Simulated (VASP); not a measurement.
Method: TPSS meta-GGA, VASP's PBE PAW potentials (set 64) (plane waves; VASP).

A VASP calculation is set up with these files.

### INCAR
```
! general
SYSTEM  = Rb
PREC    = Accurate
ENCUT   = 520   ! plane-wave cut-off (eV)
LREAL   = .FALSE.   ! projection in real space or not
LASPH   = .TRUE.   ! aspherical one-centre terms

! electronic loop
EDIFF   = 1E-7   ! SCF stop (eV)
NELM    = 100
ALGO    = Normal
LMAXMIX = 4   ! l cut-off of mixed one-centre charges
LMIXTAU = .TRUE.

! smearing
ISMEAR  = 1   ! Methfessel-Paxton
SIGMA   = 0.1   ! width (eV)

! functional
METAGGA = TPSS

! ions
ISIF    = 2   ! forces and stress, cell fixed

! output
LWAVE   = .FALSE.
LCHARG  = .FALSE.
```

File POSCAR:
```
Rb
1
   -2.8885571717     2.8885571717     2.8885571717
    2.8885571717    -2.8885571717     2.8885571717
    2.8885571717     2.8885571717    -2.8885571717
Rb
1
Direct
  1.0000000000   1.0000000000   1.0000000000
```

### KPOINTS
```
Regular mesh
0
Gamma
 9 9 9
0 0 0
```

POTCAR, in this order: Rb_sv (PBE.64 set). Program: vasp_std.

Output of the run:

File OSZICAR:
```
       N       E                     dE             d eps       ncg     rms          rms(c)
DAV:   1    -0.175369141805E+04   -0.17537E+04   -0.21845E+04  1032   0.790E+03
DAV:   2    -0.658996519696E+04   -0.48363E+04   -0.48276E+04  1096   0.747E+03
DAV:   3    -0.786221720954E+04   -0.12723E+04   -0.11978E+04  1000   0.374E+03
DAV:   4    -0.802057307523E+04   -0.15836E+03   -0.14367E+03   968   0.188E+03
DAV:   5    -0.804523202854E+04   -0.24659E+02   -0.22076E+02   912   0.870E+02    0.902E+01
DAV:   6     0.605485675879E+03    0.86507E+04   -0.28703E+04  1072   0.125E+03    0.128E+02
DAV:   7    -0.503988137841E+02   -0.65588E+03   -0.61785E+03  1104   0.550E+02    0.106E+02
DAV:   8    -0.353407500789E+02    0.15058E+02   -0.24338E+02   928   0.148E+02    0.471E+01
DAV:   9    -0.293945925957E+02    0.59462E+01   -0.85388E+00   912   0.183E+01    0.344E+01
DAV:  10    -0.201434563541E+02    0.92511E+01   -0.64582E+00   976   0.119E+01    0.153E+01
DAV:  11    -0.140978710590E+02    0.60456E+01   -0.41892E+00   952   0.121E+01    0.128E+01
DAV:  12    -0.135174263915E+02    0.58044E+00   -0.80076E-02   936   0.213E+00    0.108E+01
DAV:  13    -0.114277331240E+02    0.20897E+01   -0.61718E-01   864   0.520E+00    0.840E+00
DAV:  14    -0.104140641690E+02    0.10137E+01   -0.24901E-01   864   0.327E+00    0.710E+00
DAV:  15    -0.102853507336E+02    0.12871E+00   -0.31693E-02   904   0.105E+00    0.647E+00
DAV:  16    -0.935720404830E+01    0.92815E+00   -0.12919E+00   624   0.761E+00    0.294E+00
DAV:  17    -0.947416627165E+01   -0.11696E+00   -0.37046E-01   800   0.350E+00    0.109E+00
DAV:  18    -0.949151065500E+01   -0.17344E-01   -0.64725E-03   880   0.663E-01    0.110E+00
DAV:  19    -0.965122387037E+01   -0.15971E+00   -0.13828E-01   776   0.287E+00    0.241E-01
DAV:  20    -0.961435584612E+01    0.36868E-01   -0.26080E-02   560   0.150E+00    0.184E-01
DAV:  21    -0.963962968390E+01   -0.25274E-01   -0.75977E-03   600   0.744E-01    0.267E-01
DAV:  22    -0.963869348575E+01    0.93620E-03   -0.35401E-03   560   0.697E-01    0.169E-01
DAV:  23    -0.962685278822E+01    0.11841E-01   -0.32496E-03   560   0.737E-01    0.378E-02
DAV:  24    -0.960529316348E+01    0.21560E-01   -0.11851E-02   560   0.171E+00    0.337E-02
DAV:  25    -0.960624261461E+01   -0.94945E-03   -0.78351E-03   560   0.148E+00    0.616E-02
DAV:  26    -0.960380935384E+01    0.24333E-02   -0.13902E-03   576   0.632E-01    0.665E-02
DAV:  27    -0.959497610127E+01    0.88333E-02   -0.51327E-03   560   0.104E+00    0.571E-02
DAV:  28    -0.960233293331E+01   -0.73568E-02   -0.22227E-03   560   0.740E-01    0.241E-02
DAV:  29    -0.959990728514E+01    0.24256E-02   -0.21521E-03   560   0.761E-01    0.273E-02
DAV:  30    -0.959775545252E+01    0.21518E-02   -0.27716E-03   560   0.893E-01    0.294E-02
DAV:  31    -0.959983516791E+01   -0.20797E-02   -0.18748E-03   560   0.654E-01    0.275E-02
DAV:  32    -0.959674481035E+01    0.30904E-02   -0.23521E-03   560   0.609E-01    0.141E-02
DAV:  33    -0.959550481608E+01    0.12400E-02   -0.90445E-04   560   0.460E-01    0.667E-03
DAV:  34    -0.959773576993E+01   -0.22310E-02   -0.12776E-03   560   0.418E-01    0.545E-03
DAV:  35    -0.959698663379E+01    0.74914E-03   -0.45692E-04   560   0.318E-01    0.559E-03
DAV:  36    -0.959760408679E+01   -0.61745E-03   -0.19118E-04   560   0.206E-01    0.553E-03
DAV:  37    -0.959766239084E+01   -0.58304E-04   -0.33582E-05   592   0.866E-02    0.543E-03
DAV:  38    -0.959849273536E+01   -0.83034E-03   -0.84418E-05   568   0.109E-01    0.517E-03
DAV:  39    -0.959732031151E+01    0.11724E-02   -0.19493E-04   568   0.206E-01    0.405E-03
DAV:  40    -0.959831886541E+01   -0.99855E-03   -0.33415E-04   560   0.224E-01    0.321E-03
DAV:  41    -0.959795799339E+01    0.36087E-03   -0.70779E-05   576   0.118E-01    0.307E-03
DAV:  42    -0.959784352167E+01    0.11447E-03   -0.27152E-04   560   0.268E-01    0.304E-03
DAV:  43    -0.959828940928E+01   -0.44589E-03   -0.45980E-04   560   0.339E-01    0.316E-03
DAV:  44    -0.959813547473E+01    0.15393E-03   -0.29862E-05   560   0.850E-02    0.306E-03
DAV:  45    -0.959876159060E+01   -0.62612E-03   -0.34404E-04   560   0.286E-01    0.318E-03
DAV:  46    -0.959786709859E+01    0.89449E-03   -0.19473E-04   560   0.186E-01    0.297E-03
DAV:  47    -0.959811042336E+01   -0.24332E-03   -0.73788E-05   560   0.135E-01    0.306E-03
DAV:  48    -0.959724063757E+01    0.86979E-03   -0.84690E-04   560   0.419E-01    0.294E-03
DAV:  49    -0.959830889412E+01   -0.10683E-02   -0.73623E-04   560   0.360E-01    0.306E-03
DAV:  50    -0.959810192475E+01    0.20697E-03   -0.25383E-05   560   0.658E-02    0.309E-03
DAV:  51    -0.959802972273E+01    0.72202E-04   -0.51056E-04   560   0.244E-01    0.281E-03
DAV:  52    -0.959804010902E+01   -0.10386E-04   -0.24024E-05   672   0.550E-02    0.302E-03
DAV:  53    -0.959806383120E+01   -0.23722E-04   -0.25338E-05   560   0.468E-02    0.501E-03
DAV:  54    -0.959810874467E+01   -0.44913E-04   -0.25801E-05   560   0.541E-02    0.662E-03
DAV:  55    -0.959811495578E+01   -0.62111E-05   -0.24933E-06   632   0.167E-02    0.689E-03
DAV:  56    -0.959794366188E+01    0.17129E-03   -0.19293E-04   560   0.145E-01    0.752E-03
DAV:  57    -0.959817086061E+01   -0.22720E-03   -0.39288E-05   560   0.886E-02    0.580E-03
DAV:  58    -0.959814207792E+01    0.28783E-04   -0.82180E-06   560   0.284E-02    0.520E-03
DAV:  59    -0.959814818525E+01   -0.61073E-05   -0.10635E-06   608   0.151E-02    0.437E-03
DAV:  60    -0.959784966141E+01    0.29852E-03   -0.12863E-04   560   0.152E-01    0.460E-03
DAV:  61    -0.959811372266E+01   -0.26406E-03   -0.16945E-04   560   0.156E-01    0.442E-03
DAV:  62    -0.959811937046E+01   -0.56478E-05   -0.44527E-06   560   0.233E-02    0.338E-03
DAV:  63    -0.959814479836E+01   -0.25428E-04   -0.15427E-06   560   0.133E-02    0.262E-03
DAV:  64    -0.959815899318E+01   -0.14195E-04   -0.13588E-06   576   0.160E-02    0.187E-03
DAV:  65    -0.959816706560E+01   -0.80724E-05   -0.62897E-07   560   0.864E-03    0.124E-03
DAV:  66    -0.959817900088E+01   -0.11935E-04   -0.29383E-06   560   0.178E-02    0.662E-04
DAV:  67    -0.959817932257E+01   -0.32169E-06   -0.20211E-07   592   0.575E-03    0.513E-04
DAV:  68    -0.959817983549E+01   -0.51291E-06   -0.31811E-08   568   0.217E-03    0.478E-04
DAV:  69    -0.959818005704E+01   -0.22155E-06   -0.28185E-08   584   0.203E-03    0.419E-04
DAV:  70    -0.959817966007E+01    0.39697E-06   -0.43036E-08   584   0.224E-03    0.344E-04
DAV:  71    -0.959817894731E+01    0.71276E-06   -0.67137E-08   576   0.283E-03    0.352E-04
DAV:  72    -0.959818011765E+01   -0.11703E-05   -0.11104E-07   560   0.384E-03    0.473E-04
DAV:  73    -0.959818071255E+01   -0.59490E-06   -0.73609E-08   560   0.264E-03    0.555E-04
DAV:  74    -0.959818107125E+01   -0.35871E-06   -0.42626E-08   560   0.250E-03    0.442E-04
DAV:  75    -0.959818132881E+01   -0.25756E-06   -0.57784E-08   560   0.214E-03    0.377E-04
DAV:  76    -0.959818154493E+01   -0.21612E-06   -0.40917E-08   560   0.214E-03    0.372E-04
DAV:  77    -0.959818158622E+01   -0.41290E-07   -0.27415E-09   328   0.711E-04
   1 F= -.95981816E+01 E0= -.95979786E+01  d E =-.608883E-03
```

OUTCAR:
```
------------------------ aborting loop because EDIFF is reached ----------------------------------------
  FORCE on cell =-STRESS in cart. coord.  units (eV):
  Direction    XX          YY          ZZ          XY          YZ          ZX
  --------------------------------------------------------------------------------------
  Total       -0.0139861     -0.0139861     -0.0139861      0.0000000     -0.0000000      0.0000000
  in kB       -0.2324373     -0.2324373     -0.2324373      0.0000000     -0.0000000      0.0000000
  external PRESSURE =      -0.2324373 kB  Pullay stress =       0.0000000 kB
  volume of cell :       96.41
      direct lattice vectors                 reciprocal lattice vectors
    -2.888557172  2.888557172  2.888557172     0.000000000  0.173096799  0.173096799
     2.888557172 -2.888557172  2.888557172     0.173096799  0.000000000  0.173096799
     2.888557172  2.888557172 -2.888557172     0.173096799  0.173096799  0.000000000
 POSITION                                       TOTAL-FORCE (eV/Angst)
 -----------------------------------------------------------------------------------
      0.00000      0.00000      0.00000         0.000000      0.000000      0.000000
 -----------------------------------------------------------------------------------
    total drift:                                0.000000     -0.000000     -0.000000
  FREE ENERGIE OF THE ION-ELECTRON SYSTEM (eV)
  ---------------------------------------------------
  free  energy   TOTEN  =        -9.5981815862 eV

  energy  without entropy=       -9.5975727030  energy(sigma->0) =       -9.59797863
```
(Selected blocks of OUTCAR.)

The compound is Rb in the bcc structure. It was relaxed first, which changed the volume by +7 %.
